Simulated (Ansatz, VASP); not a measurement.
# LiH: VASP beside Ansatz

Wanted: the spread between two codes on one cell, functional and k mesh. The cell is taken from a series of runs on this material, whose earlier steps may have relaxed, scaled, displaced or heated it; both programs get it as it stands.

Calculated with Ansatz 0.2.0; plane waves, with VASP 6.6.1 beside it; zone-centre phonons at PBE.

## (1) Starting point

Symmetry: Fm-3m, No. 225, cubic system. Conventional cell: a = 4.007 Å, b = 4.007 Å, c = 4.007 Å, α = 90.00°, β = 90.00°, γ = 90.00°. Li has 6 H at 2.00 Å nearest. H has 6 Li at 2.00 Å nearest. Farther neighbours are not listed.

Coordinates:

```cif
data_structure
_symmetry_space_group_name_H-M 'P 1'
_symmetry_Int_Tables_number 1
_cell_length_a 2.8335
_cell_length_b 2.8335
_cell_length_c 2.8335
_cell_angle_alpha 60.000
_cell_angle_beta 60.000
_cell_angle_gamma 60.000
_cell_volume 16.09
loop_
_atom_site_label
_atom_site_type_symbol
_atom_site_fract_x
_atom_site_fract_y
_atom_site_fract_z
_atom_site_occupancy
Li1 Li 0.00000 0.00000 0.00000 1
H2 H 0.50000 0.50000 0.50000 1
```

## (2) VASP: zone-centre phonons, PBE

Second derivatives magnify differences that forces hide, and they need a tight electronic threshold.

Lines of VASP's logs that name or quote its potential files are left out, and so is its time.

Input file INCAR:

```
SYSTEM = LiH
PREC = Accurate
ENCUT = 750
EDIFF = 1E-08
NELM = 120
ISMEAR = 0
SIGMA = 0.01
LREAL = .FALSE.
ALGO = Normal
GGA = PE
NBANDS = 8
LORBIT = 11
LWAVE = .FALSE.
LCHARG = .FALSE.
ISIF = 2
IBRION = 8
LEPSILON = .TRUE.
LASPH = .TRUE.
GGA_COMPAT = .FALSE.
EFERMI = MIDGAP
KPAR = 2
```

Input file POSCAR:

```
LiH
1.0
   -2.0036087213      0.0000000000      2.0036087213
    0.0000000000      2.0036087213      2.0036087213
   -2.0036087213      2.0036087213      0.0000000000
Li H
1 1
Direct
    0.0000000000      0.0000000000      0.0000000000
    0.5000000000      0.5000000000      0.5000000000
```

Input file KPOINTS:

```
Automatic mesh
0
Gamma
8 8 8
0 0 0
```

PAW data sets: Li_sv and H (PBE family, release 64).

Started as:

```bash
mpirun -np 2 vasp_std
```

Numbers of over 12 decimals in the logs are rounded to 6 here.

Log:

```text
[banner, memory and clock lines left out]
running    2 mpi-ranks, on    1 nodes
 distrk:  each k-point on    1 cores,    2 groups
 distr:  one band on    1 cores,    1 groups

 POSCAR found type information on POSCAR LiH
 POSCAR found :  2 types and       2 ions
 LDA part: xc-table for (Slater+PW92), standard interpolation
 POSCAR, INCAR and KPOINTS ok, starting setup
 FFT: planning ... GRIDC
 FFT: planning ... GRID_SOFT
 FFT: planning ... GRID
 WAVECAR not read
 entering main loop
       N       E                     dE             d eps       ncg     rms          rms(c)
DAV:   1    -0.544605112855E+00   -0.54461E+00   -0.18576E+03   464   0.593E+02
DAV:   2    -0.627890423555E+01   -0.57343E+01   -0.57343E+01   632   0.581E+01
DAV:   3    -0.636895878520E+01   -0.90055E-01   -0.90055E-01   544   0.779E+00
DAV:   4    -0.636985217135E+01   -0.89339E-03   -0.89339E-03   688   0.652E-01
DAV:   5    -0.636985938676E+01   -0.72154E-05   -0.72154E-05   608   0.319E-02    0.288E+00
DAV:   6    -0.618641612072E+01    0.18344E+00   -0.15648E-01   512   0.136E+00    0.144E+00
DAV:   7    -0.612504530500E+01    0.61371E-01   -0.20217E-01   552   0.176E+00    0.219E-01
DAV:   8    -0.612683594941E+01   -0.17906E-02   -0.41736E-03   528   0.477E-01    0.408E-02
DAV:   9    -0.612679514331E+01    0.40806E-04   -0.15543E-04   664   0.574E-02    0.691E-03
DAV:  10    -0.612679328863E+01    0.18547E-05   -0.46566E-06   568   0.171E-02    0.231E-03
DAV:  11    -0.612679303951E+01    0.24912E-06   -0.21524E-07   760   0.192E-03    0.480E-04
DAV:  12    -0.612679303365E+01    0.58617E-08   -0.72172E-09   568   0.726E-04
   1 F= -.61267930E+01 E0= -.61267930E+01  d E =0.000000E+00
 Linear response reoptimize wavefunctions to high precision
DAV:   1    -0.612679302090E+01    0.12746E-07   -0.39909E-09   608   0.371E-04
DAV:   2    -0.612679302091E+01   -0.77875E-11   -0.77162E-11   408   0.685E-05
 Linear response G [H, r] |phi>, progress :
  Direction:   1
       N       E                     dE             d eps       ncg     rms
RMM:   1    -0.737797339670E+01   -0.73780E+01    0.85213E+02   618   0.266E+02
RMM:   2    -0.112409614909E+02   -0.38630E+01   -0.58494E+00   966   0.137E+01
RMM:   3    -0.113649273419E+02   -0.12397E+00   -0.43861E-01  1033   0.355E+00
RMM:   4    -0.113732027538E+02   -0.82754E-02   -0.21704E-02  1027   0.893E-01
RMM:   5    -0.113737446531E+02   -0.54190E-03   -0.27119E-03  1027   0.307E-01
RMM:   6    -0.113738026433E+02   -0.57990E-04   -0.20498E-04  1040   0.103E-01
RMM:   7    -0.113738073607E+02   -0.47174E-05   -0.25886E-05  1056   0.360E-02
RMM:   8    -0.113738077323E+02   -0.37159E-06    0.85357E-07  1042   0.852E-03
RMM:   9    -0.113738077480E+02   -0.15691E-07   -0.30882E-05  1001   0.278E-03
RMM:  10    -0.113738077435E+02    0.44281E-08   -0.64732E-06   939   0.485E-04
RMM:  11    -0.113738077584E+02   -0.14905E-07   -0.25809E-06   825   0.172E-04
RMM:  12    -0.113738077585E+02   -0.32855E-10   -0.50902E-08   762   0.610E-05
 Linear response G [H, r] |phi>, progress :
  Direction:   2
       N       E                     dE             d eps       ncg     rms
RMM:   1    -0.895712739601E+01   -0.89571E+01    0.56029E+02   613   0.213E+02
RMM:   2    -0.129791235159E+02   -0.40220E+01   -0.47440E+00   972   0.126E+01
RMM:   3    -0.131163222451E+02   -0.13720E+00   -0.38535E-01  1038   0.325E+00
RMM:   4    -0.131226397936E+02   -0.63175E-02   -0.15647E-02  1028   0.824E-01
RMM:   5    -0.131229735175E+02   -0.33372E-03   -0.11443E-03  1020   0.265E-01
RMM:   6    -0.131229983455E+02   -0.24828E-04   -0.16061E-04  1026   0.950E-02
RMM:   7    -0.131230011469E+02   -0.28014E-05   -0.21209E-05  1041   0.326E-02
RMM:   8    -0.131230015390E+02   -0.39213E-06   -0.10007E-05  1045   0.910E-03
RMM:   9    -0.131230015941E+02   -0.55089E-07   -0.21034E-05  1014   0.300E-03
RMM:  10    -0.131230015624E+02    0.31662E-07   -0.20362E-05   981   0.501E-04
RMM:  11    -0.131230013556E+02    0.20679E-06   -0.37006E-06   884   0.179E-04
RMM:  12    -0.131230013400E+02    0.15633E-07   -0.13832E-10   780   0.673E-05
RMM:  13    -0.131230013400E+02   -0.53593E-11   -0.22604E-11   701   0.334E-05
 Linear response G [H, r] |phi>, progress :
  Direction:   3
       N       E                     dE             d eps       ncg     rms
RMM:   1    -0.101432392469E+02   -0.10143E+02    0.74745E+02   629   0.247E+02
RMM:   2    -0.152541498259E+02   -0.51109E+01   -0.42710E+00   902   0.127E+01
RMM:   3    -0.154283935692E+02   -0.17424E+00   -0.54724E-01   974   0.367E+00
RMM:   4    -0.154366698549E+02   -0.82763E-02   -0.15821E-02   948   0.834E-01
RMM:   5    -0.154370776801E+02   -0.40783E-03   -0.14427E-03   951   0.268E-01
RMM:   6    -0.154371016134E+02   -0.23933E-04   -0.11684E-04   936   0.775E-02
RMM:   7    -0.154371042482E+02   -0.26348E-05   -0.15390E-05   959   0.247E-02
RMM:   8    -0.154371046500E+02   -0.40179E-06   -0.10903E-05   941   0.897E-03
[...]
RMM:  12    -0.620005796180E-01    0.10243E-07    0.22103E-08   623   0.220E-05
RMM:  13    -0.620005796334E-01   -0.15329E-10    0.20386E-08   564   0.204E-05
 change of polarisation eV/A/(eV/A) component  1 :     0.124     0.104    -0.120
 dielectric tensor                  component  1 :     2.395     1.169    -1.348
 Linear response to external field (no local field effect), progress :
  Direction:   2
[...]
RMM:   2    -0.153087180008E+00   -0.17420E-01   -0.97704E-03  1961   0.685E-01    0.501E-01
RMM:   3    -0.156717330575E+00   -0.36302E-02   -0.34055E-03  2001   0.373E-01    0.305E-01
RMM:   4    -0.172920395245E+00   -0.16203E-01   -0.24703E-03  1846   0.356E-01    0.255E-02
RMM:   5    -0.174577344910E+00   -0.16569E-02   -0.25299E-04  2043   0.105E-01    0.824E-03
RMM:   6    -0.174480435029E+00    0.96910E-04   -0.25262E-05  2087   0.227E-02    0.143E-03
RMM:   7    -0.174455131479E+00    0.25304E-04   -0.31417E-05  2142   0.672E-03    0.315E-04
RMM:   8    -0.174452801441E+00    0.23300E-05   -0.49222E-06  2197   0.220E-03    0.265E-05
RMM:   9    -0.174452107426E+00    0.69402E-06   -0.13343E-05  2180   0.763E-04    0.170E-05
RMM:  10    -0.174451354374E+00    0.75305E-06   -0.17667E-05  2057   0.301E-04    0.523E-06
 change of polarisation eV/A/(eV/A) component  1 :     0.308     0.042    -0.007
 dielectric tensor                  component  1 :     4.468     0.478    -0.077
 Linear response to external field, progress :
  Direction:   2
       N       E                     dE             d eps       ncg     rms          rms(c)
RMM:   1    -0.135666882036E+00   -0.13567E+00   -0.21293E-01  1983   0.346E+00
RMM:   2    -0.153087178767E+00   -0.17420E-01   -0.97708E-03  1946   0.685E-01    0.501E-01
RMM:   3    -0.156717307604E+00   -0.36301E-02   -0.34062E-03  1988   0.373E-01    0.305E-01
RMM:   4    -0.172920443717E+00   -0.16203E-01   -0.24722E-03  1829   0.356E-01    0.255E-02
RMM:   5    -0.174577475443E+00   -0.16570E-02   -0.25301E-04  2034   0.105E-01    0.824E-03
RMM:   6    -0.174480451823E+00    0.97024E-04   -0.25200E-05  2075   0.227E-02    0.143E-03
RMM:   7    -0.174455138581E+00    0.25313E-04   -0.35929E-05  2114   0.669E-03    0.317E-04
RMM:   8    -0.174452810923E+00    0.23277E-05   -0.36029E-06  2191   0.217E-03    0.267E-05
RMM:   9    -0.174452060451E+00    0.75047E-06   -0.14354E-05  2144   0.738E-04    0.166E-05
RMM:  10    -0.174451489348E+00    0.57110E-06   -0.11901E-05  2029   0.266E-04    0.520E-06
 change of polarisation eV/A/(eV/A) component  2 :     0.067     0.308    -0.046
 dielectric tensor                  component  2 :     0.754     4.468    -0.515
 Linear response to external field, progress :
  Direction:   3
       N       E                     dE             d eps       ncg     rms          rms(c)
RMM:   1    -0.135666881753E+00   -0.13567E+00   -0.21293E-01  2001   0.346E+00
RMM:   2    -0.153087180175E+00   -0.17420E-01   -0.97704E-03  1955   0.685E-01    0.501E-01
RMM:   3    -0.156717343908E+00   -0.36302E-02   -0.34054E-03  2000   0.373E-01    0.305E-01
RMM:   4    -0.172920414737E+00   -0.16203E-01   -0.24702E-03  1844   0.356E-01    0.255E-02
RMM:   5    -0.174577324614E+00   -0.16569E-02   -0.25301E-04  2041   0.105E-01    0.824E-03
RMM:   6    -0.174480441150E+00    0.96883E-04   -0.25430E-05  2086   0.227E-02    0.143E-03
RMM:   7    -0.174455207191E+00    0.25234E-04   -0.23614E-05  2134   0.667E-03    0.313E-04
RMM:   8    -0.174452749634E+00    0.24576E-05   -0.10150E-05  2203   0.225E-03    0.263E-05
RMM:   9    -0.174452013401E+00    0.73623E-06   -0.11514E-05  2163   0.761E-04    0.167E-05
RMM:  10    -0.174451424844E+00    0.58856E-06   -0.23223E-05  2062   0.294E-04    0.494E-06
 change of polarisation eV/A/(eV/A) component  3 :     0.016    -0.001     0.308
 dielectric tensor                  component  3 :     0.176    -0.010     4.468
 Linear response DOF=           2
 Linear response progress:
  Degree of freedom:   1/  2
       N       E                     dE             d eps       ncg     rms          rms(c)
RMM:   1    -0.170208628524E+00   -0.17021E+00    0.52794E+00  1192   0.231E+01
RMM:   2    -0.177415199778E+00   -0.72066E-02   -0.12130E-02  1618   0.983E-01    0.661E-02
RMM:   3    -0.177445206668E+00   -0.30007E-04   -0.96364E-04  1946   0.252E-01    0.325E-02
RMM:   4    -0.177414250347E+00    0.30956E-04   -0.10103E-04  1951   0.906E-02    0.795E-03
RMM:   5    -0.177422465148E+00   -0.82148E-05   -0.19614E-05  1982   0.380E-02    0.140E-03
RMM:   6    -0.177461764486E+00   -0.39299E-04   -0.41767E-06  2035   0.167E-02    0.839E-04
RMM:   7    -0.177491458936E+00   -0.29694E-04   -0.14409E-07  1973   0.313E-03    0.354E-04
RMM:   8    -0.177481088195E+00    0.10371E-04   -0.23522E-07  2043   0.103E-03    0.143E-04
RMM:   9    -0.177483619239E+00   -0.25310E-05   -0.17639E-07  2205   0.336E-04    0.343E-06
RMM:  10    -0.177483632715E+00   -0.13476E-07   -0.19638E-07  2358   0.119E-04    0.249E-06
RMM:  11    -0.177483712086E+00   -0.79370E-07   -0.28870E-08  2303   0.431E-05    0.179E-06
RMM:  12    -0.177483695720E+00    0.16365E-07   -0.28949E-08  2304   0.177E-05    0.132E-06
RMM:  13    -0.177483709725E+00   -0.14005E-07    0.59024E-09  2182   0.786E-06    0.527E-07
RMM:  14    -0.177483714465E+00   -0.47400E-08   -0.45857E-09  1994   0.404E-06    0.756E-08
 first order change of Fermi-energy  -0.40879E-03
 force on displaced ion       1 direction 1 :  -1.107   0.000   0.000
 Born effective charge ion    1 direction 1 :   1.024   0.000   0.000
 Linear response progress:
  Degree of freedom:   2/  2
       N       E                     dE             d eps       ncg     rms          rms(c)
RMM:   1    -0.163940335650E-01   -0.16394E-01   -0.65570E-03  1992   0.562E-01
RMM:   2    -0.166830555412E-01   -0.28902E-03   -0.43436E-04  1898   0.898E-02    0.988E-02
RMM:   3    -0.172562927873E-01   -0.57324E-03   -0.51688E-05  1904   0.355E-02    0.586E-02
RMM:   4    -0.184537863735E-01   -0.11975E-02   -0.31392E-05  1798   0.359E-02    0.228E-03
RMM:   5    -0.184723996398E-01   -0.18613E-04   -0.15479E-06  2052   0.699E-03    0.109E-03
RMM:   6    -0.184652155206E-01    0.71841E-05   -0.12508E-07  1964   0.227E-03    0.594E-05
RMM:   7    -0.184655402291E-01   -0.32471E-06   -0.13643E-08  2121   0.543E-04    0.399E-05
RMM:   8    -0.184648596367E-01    0.68059E-06    0.81240E-09  2135   0.179E-04    0.903E-06
RMM:   9    -0.184648752702E-01   -0.15633E-07   -0.59803E-08  2227   0.568E-05    0.425E-06
RMM:  10    -0.184648294020E-01    0.45868E-07   -0.55021E-08  2237   0.193E-05    0.546E-07
RMM:  11    -0.184648318960E-01   -0.24940E-08   -0.22625E-08  2282   0.684E-06    0.258E-07
 first order change of Fermi-energy   0.10244E-02
 force on displaced ion       2 direction 1 :  -1.101   0.000   0.000
 Born effective charge ion    2 direction 1 :  -1.028   0.000   0.000
 Born effective charges drift removed
 Linear response finished
```

OUTCAR, selected parts (step 2):

```text
ion  position               nearest neighbor table
   1  0.000  0.000  0.000-
   2  0.500  0.500  0.500-

  LATTYP: Found a face centered cubic cell.
 ALAT       =     4.0072174426

 Subroutine GETGRP returns: Found 48 space group operations
 (whereof 48 operations were pure point group operations)

The static configuration has the point symmetry O_h .

 Found     29 irreducible k-points:

   k-points           NKPTS =     29   k-points in BZ     NKDIM =     29   number of bands    NBANDS=      8

   dimension x,y,z NGX =    28 NGY =   28 NGZ =   28
   dimension x,y,z NGXF=    56 NGYF=   56 NGZF=   56

   ENCUT  =  750.0 eV  55.12 Ry    7.42 a.u.   6.33  6.33  6.33*2*pi/ulx,y,z

   NELECT =       4.0000    total number of electrons

 k-points in reciprocal lattice and weights: Automatic mesh
   0.00000000  0.00000000  0.00000000       0.002
   0.12500000  0.00000000  0.00000000       0.016
   0.25000000  0.00000000  0.00000000       0.016
   0.37500000  0.00000000  0.00000000       0.016
   0.50000000  0.00000000  0.00000000       0.008
   0.12500000  0.12500000  0.00000000       0.012
   0.25000000  0.12500000  0.00000000       0.047
   0.37500000  0.12500000  0.00000000       0.047
   0.50000000  0.12500000  0.00000000       0.047
[...]
-0.37500000  0.50000000  0.12500000       0.023
  -0.25000000  0.50000000  0.25000000       0.012

 average (electrostatic) potential at core
       1 -63.2293       2 -33.9636

  Total       -0.0193508     -0.0193508     -0.0193508     -0.0000000      0.0000000      0.0000000
  in kB       -1.9272605     -1.9272605     -1.9272605     -0.0000000      0.0000000      0.0000000
  external PRESSURE =      -1.9272605 kB  Pullay stress =       0.0000000 kB

  energy-cutoff  :      750.00
  volume of cell :       16.09
      direct lattice vectors                 reciprocal lattice vectors
    -2.003608721  0.000000000  2.003608721    -0.249549722 -0.249549722  0.249549722
     0.000000000  2.003608721  2.003608721     0.249549722  0.249549722  0.249549722
    -2.003608721  2.003608721  0.000000000    -0.249549722  0.249549722 -0.249549722

 POSITION                                       TOTAL-FORCE (eV/Angst)
 -----------------------------------------------------------------------------------
      0.00000      0.00000      0.00000        -0.000000      0.000000      0.000000
     -2.00361      2.00361      2.00361         0.000000     -0.000000     -0.000000
 -----------------------------------------------------------------------------------
    total drift:                               -0.000000      0.000000      0.000000

 MACROSCOPIC STATIC DIELECTRIC TENSOR (including local field effects in DFT)
 ------------------------------------------------------
           4.467501     0.000000     0.000000
          -0.000000     4.467501    -0.000000
           0.000000     0.000000     4.467501
 ------------------------------------------------------

 PIEZOELECTRIC TENSOR (including local field effects)  for field in x, y, z        (C/m^2)
          XX          YY          ZZ          XY          YZ          ZX
  --------------------------------------------------------------------------------
  x     0.00000     0.00000     0.00000     0.00000     0.00000     0.00000
  y     0.00000     0.00000     0.00000     0.00000     0.00000     0.00000
  z     0.00000     0.00000     0.00000     0.00000     0.00000     0.00000

 BORN EFFECTIVE CHARGES (including local field effects) (in |e|, cummulative output)
 ---------------------------------------------------------------------------------
 ion    1
    1     1.02619     0.00000    -0.00000
    2     0.00000     1.02619    -0.00000
    3     0.00000    -0.00000     1.02619
 ion    2
    1    -1.02619    -0.00000     0.00000
    2    -0.00000    -1.02619     0.00000
    3    -0.00000     0.00000    -1.02619

 Eigenvectors and eigenvalues of the dynamical matrix
 ----------------------------------------------------

   1 f  =   17.538498 THz   110.197632 2PiTHz  585.021318 cm-1    72.533366 meV
             X         Y         Z           dx          dy          dz
      0.000000  0.000000  0.000000     0.000000    0.354296    0.000000
     -2.003609  2.003609  2.003609     0.000000   -0.935133    0.000000

   2 f  =   17.538498 THz   110.197632 2PiTHz  585.021318 cm-1    72.533366 meV
             X         Y         Z           dx          dy          dz
      0.000000  0.000000  0.000000    -0.354296    0.000000    0.000000
     -2.003609  2.003609  2.003609     0.935133    0.000000    0.000000

   3 f  =   17.538498 THz   110.197632 2PiTHz  585.021318 cm-1    72.533366 meV
             X         Y         Z           dx          dy          dz
      0.000000  0.000000  0.000000     0.000000    0.000000   -0.354296
     -2.003609  2.003609  2.003609     0.000000    0.000000    0.935133

   4 f/i=    0.018066 THz     0.113509 2PiTHz    0.602603 cm-1     0.074713 meV
             X         Y         Z           dx          dy          dz
      0.000000  0.000000  0.000000     0.935133    0.000000    0.000000
     -2.003609  2.003609  2.003609     0.354296    0.000000    0.000000

   5 f/i=    0.018066 THz     0.113509 2PiTHz    0.602603 cm-1     0.074713 meV
             X         Y         Z           dx          dy          dz
      0.000000  0.000000  0.000000     0.000000   -0.935133    0.000000
     -2.003609  2.003609  2.003609     0.000000   -0.354296    0.000000

   6 f/i=    0.018066 THz     0.113509 2PiTHz    0.602603 cm-1     0.074713 meV
             X         Y         Z           dx          dy          dz
      0.000000  0.000000  0.000000     0.000000    0.000000    0.935133
     -2.003609  2.003609  2.003609     0.000000    0.000000    0.354296

 MACROSCOPIC STATIC DIELECTRIC TENSOR IONIC CONTRIBUTION
 ------------------------------------------------------
          10.729228     0.000000     0.000000
           0.000000    10.729228    -0.000000
           0.000000    -0.000000    10.729228
 ------------------------------------------------------

 ELASTIC MODULI CONTR FROM IONIC RELAXATION (kBar)
 Direction    XX          YY          ZZ          XY          YZ          ZX
 --------------------------------------------------------------------------------
 XX           0.0000      0.0000      0.0000      0.0000      0.0000      0.0000
 YY           0.0000      0.0000      0.0000      0.0000      0.0000      0.0000
 ZZ           0.0000      0.0000      0.0000      0.0000      0.0000      0.0000
 XY           0.0000      0.0000      0.0000      0.0000      0.0000      0.0000
 YZ           0.0000      0.0000      0.0000      0.0000      0.0000      0.0000
 ZX           0.0000      0.0000      0.0000      0.0000      0.0000      0.0000
 --------------------------------------------------------------------------------

 PIEZOELECTRIC TENSOR IONIC CONTR  for field in x, y, z        (C/m^2)
          XX          YY          ZZ          XY          YZ          ZX
  --------------------------------------------------------------------------------
  x     0.00000     0.00000     0.00000     0.00000     0.00000     0.00000
  y     0.00000     0.00000     0.00000     0.00000     0.00000     0.00000
  z     0.00000     0.00000     0.00000     0.00000     0.00000     0.00000
```

[end of part 1 of 2]

[Lines on the potential files, build, host, timing and source positions are cut from VASP's logs without a mark.]

[Logs are printed without paths, hosts, clocks, repeated set-up lines and the standing remarks that a program may print on its own settings, such as how far it seeks lower states.]

[Hosts, paths, dates, database ids (printed as entryN), source tags and the programs' standing remarks are cut or masked in the printed files.]
